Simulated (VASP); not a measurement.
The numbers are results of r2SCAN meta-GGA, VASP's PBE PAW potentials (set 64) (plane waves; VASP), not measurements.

VASP input:

### INCAR
```
LMIXTAU  =  .True.
LREAL  =  .False.   ! projection in real space or not
LWAVE  =  .False.
ALGO  =  Normal   ! blocked Davidson
SYSTEM  =  CeO2
SIGMA  =  0.01   ! width (eV)
ENCUT  =  520   ! plane-wave cut-off (eV)
PREC  =  Accurate
LPEAD  =  .True.
LOPTICS  =  .True.
LCHARG  =  .False.
CSHIFT  =  0.1
NELM  =  100   ! most electronic steps
NBANDS  =  84
ISMEAR  =  0   ! Gaussian
LASPH  =  .True.   ! aspherical one-centre terms
NEDOS  =  1001   ! DOS grid
LMAXMIX  =  6   ! l cut-off of mixed one-centre charges
METAGGA  =  R2SCAN
EDIFF  =  1E-7
```

### KPOINTS
```
Automatic mesh
0
Gamma
6 6 8
0 0 0
```

File POSCAR:
```
CeO2
1
    5.0986684176     0.0000000000     0.0000000000
   -0.0000000000     5.0986684176     0.0000000000
    0.0000000000     0.0000000000     3.6280567256
Ce O
2 4
Direct
  0.5000000000   0.5000000000   0.5000000000
  0.0000000000   1.0000000000   0.0000000000
  0.8123968315   0.1876031685   0.5000000000
  0.1876031685   0.8123968315   0.5000000000
  0.3123968315   0.3123968315   0.0000000000
  0.6876031685   0.6876031685   0.0000000000
```

POTCAR, in this order: Ce O (PBE.64 set). Program: vasp_std.

Output

**OUTCAR**
```
 ion  position               nearest neighbor table
   1  0.500  0.500  0.500-   3 2.25   4 2.25   5 2.26   6 2.26   5 2.26   6 2.26
   2  0.000  0.000  0.000-   5 2.25   6 2.25   3 2.26   4 2.26   3 2.26   4 2.26
   3  0.812  0.188  0.500-   1 2.25   2 2.26   2 2.26
   4  0.188  0.812  0.500-   1 2.25   2 2.26   2 2.26
   5  0.312  0.312  0.000-   2 2.25   1 2.26   1 2.26
   6  0.688  0.688  0.000-   2 2.25   1 2.26   1 2.26
  LATTYP: Found a simple tetragonal cell.
 ALAT       =     5.0986684176
 C/A-ratio  =     0.7115694586
 Subroutine PRICEL returns:
 Original cell was already a primitive cell.
 Subroutine GETGRP returns: Found 16 space group operations
The static configuration has the point symmetry D_2h.
 The point group associated with its full space group is D_4h.
The dynamic configuration has the point symmetry D_2h.
 Subroutine INISYM returns: Found 16 space group operations
 Subroutine IBZKPT returns following result:
 Found     50 irreducible k-points:

 Following reciprocal coordinates:
            Coordinates               Weight
  0.000000  0.000000  0.000000      1.000000
  0.166667  0.000000  0.000000      4.000000
  0.333333  0.000000  0.000000      4.000000
  0.500000  0.000000  0.000000      2.000000
  0.166667  0.166667  0.000000      4.000000
  0.333333  0.166667  0.000000      8.000000
  0.500000  0.166667  0.000000      4.000000
  0.333333  0.333333  0.000000      4.000000
  0.500000  0.333333  0.000000      4.000000
  0.500000  0.500000  0.000000      1.000000
  0.000000  0.000000  0.125000      2.000000
  0.166667  0.000000  0.125000      8.000000
  0.333333  0.000000  0.125000      8.000000
  0.500000  0.000000  0.125000      4.000000
  0.166667  0.166667  0.125000      8.000000
  0.333333  0.166667  0.125000     16.000000
  0.500000  0.166667  0.125000      8.000000
  0.333333  0.333333  0.125000      8.000000
...
```

### OSZICAR
```
       N       E                     dE             d eps       ncg     rms          rms(c)
DAV:   1     0.447636179223E+03    0.44764E+03   -0.16494E+04 10688   0.733E+02
DAV:   2    -0.519613751607E+02   -0.49960E+03   -0.36978E+03  8448   0.201E+02
DAV:   3    -0.131177643037E+03   -0.79216E+02   -0.73692E+02  9352   0.877E+01
DAV:   4    -0.134872298795E+03   -0.36947E+01   -0.36410E+01 10848   0.177E+01
DAV:   5    -0.135127628954E+03   -0.25533E+00   -0.25246E+00 15180   0.289E+00    0.497E+01
DAV:   6    -0.112430325336E+03    0.22697E+02   -0.48178E+00 11704   0.201E+01    0.148E+01
DAV:   7    -0.108321781510E+03    0.41085E+01   -0.19306E+00 11368   0.242E+01    0.257E+01
DAV:   8    -0.106564251276E+03    0.17575E+01   -0.51099E-01 11620   0.121E+01    0.115E+01
DAV:   9    -0.106583140418E+03   -0.18889E-01   -0.67140E-01  9416   0.989E+00    0.436E+00
DAV:  10    -0.106583455808E+03   -0.31539E-03   -0.32724E-01  8708   0.237E+00    0.201E+00
DAV:  11    -0.107060892129E+03   -0.47744E+00   -0.10090E-01  9196   0.193E+00    0.728E-01
DAV:  12    -0.106835700633E+03    0.22519E+00   -0.69764E-02  9492   0.194E+00    0.273E+00
DAV:  13    -0.107036668722E+03   -0.20097E+00   -0.58291E-02  9008   0.165E+00    0.223E-01
DAV:  14    -0.107063947415E+03   -0.27279E-01   -0.92364E-03  9684   0.431E-01    0.247E-01
DAV:  15    -0.107065222085E+03   -0.12747E-02   -0.13237E-03 10100   0.148E-01    0.330E-01
DAV:  16    -0.107067692001E+03   -0.24699E-02   -0.18603E-03  8616   0.175E-01    0.284E-01
DAV:  17    -0.107067843174E+03   -0.15117E-03   -0.41944E-04  9248   0.130E-01    0.129E-01
DAV:  18    -0.107068098176E+03   -0.25500E-03   -0.14363E-04  9256   0.661E-02    0.299E-02
DAV:  19    -0.107068119187E+03   -0.21011E-04   -0.37081E-05  9232   0.231E-02    0.182E-02
DAV:  20    -0.107068136377E+03   -0.17190E-04   -0.23269E-05  8740   0.202E-02    0.367E-03
DAV:  21    -0.107068142817E+03   -0.64404E-05   -0.63108E-06  9892   0.782E-03    0.769E-03
DAV:  22    -0.107068142664E+03    0.15295E-06   -0.46924E-07 12232   0.194E-03    0.690E-03
DAV:  23    -0.107068143042E+03   -0.37763E-06   -0.40688E-08  7420   0.715E-04    0.779E-03
DAV:  24    -0.107068146238E+03   -0.31957E-05   -0.42228E-07  9396   0.591E-03    0.566E-03
DAV:  25    -0.107068146317E+03   -0.79217E-07   -0.11377E-07  8380   0.124E-03
   1 F= -.10706815E+03 E0= -.10706815E+03  d E =-.224613E-50
 imaginary and real dielectric function
```

**OUTCAR**
```
------------------------ aborting loop because EDIFF is reached ----------------------------------------
  FORCE on cell =-STRESS in cart. coord.  units (eV):
  Direction    XX          YY          ZZ          XY          YZ          ZX
  --------------------------------------------------------------------------------------
  Total        0.0146174      0.0146174     -0.0979410     -0.0000000      0.0000000      0.0000000
  in kB        0.2483102      0.2483102     -1.6637487     -0.0000000      0.0000000      0.0000000
  external PRESSURE =      -0.3890428 kB  Pullay stress =       0.0000000 kB
  volume of cell :       94.32
      direct lattice vectors                 reciprocal lattice vectors
     5.098668418  0.000000000  0.000000000     0.196129640  0.000000000  0.000000000
     0.000000000  5.098668418  0.000000000     0.000000000  0.196129640  0.000000000
     0.000000000  0.000000000  3.628056726     0.000000000  0.000000000  0.275629648
 POSITION                                       TOTAL-FORCE (eV/Angst)
 -----------------------------------------------------------------------------------
      2.54933      2.54933      1.81403         0.000000      0.000000      0.000000
      0.00000      0.00000      0.00000         0.000000      0.000000      0.000000
      4.14214      0.95653      1.81403        -0.010764      0.010764     -0.000000
      0.95653      4.14214      1.81403         0.010764     -0.010764      0.000000
      1.59281      1.59281      0.00000        -0.010764     -0.010764      0.000000
      3.50586      3.50586      0.00000         0.010764      0.010764     -0.000000
 -----------------------------------------------------------------------------------
    total drift:                                0.000000      0.000000      0.000000
  FREE ENERGIE OF THE ION-ELECTRON SYSTEM (eV)
  ---------------------------------------------------
  free  energy   TOTEN  =      -107.0681463170 eV

  energy  without entropy=     -107.0681463170  energy(sigma->0) =     -107.06814632

 plasma frequency squared (from intraband transitions) (eV^2)
  --------------------------------------------------------------------------------------
       0.000       0.000       0.000
       0.000       0.000       0.000
       0.000       0.000       0.000

 plasma frequency squared (from interband transitions, int dw w eps(2)(w)) (eV^2)
  --------------------------------------------------------------------------------------
     542.967       0.000      -0.000      -0.000       0.000       0.000
      -0.000       0.000     542.967       0.000       0.000       0.000
       0.000       0.000       0.000       0.000     545.341       0.000
```
(Selected blocks of OUTCAR.)

The dielectric response may not be converged in the k-mesh; for small gaps it tends to come out too large.

The structure comes from a computed database's CeO2 entry (P4_2/mnm); how it stands against other phases isn't given here. It was relaxed first. The run is not spin-polarised, so no magnetic state was tried.
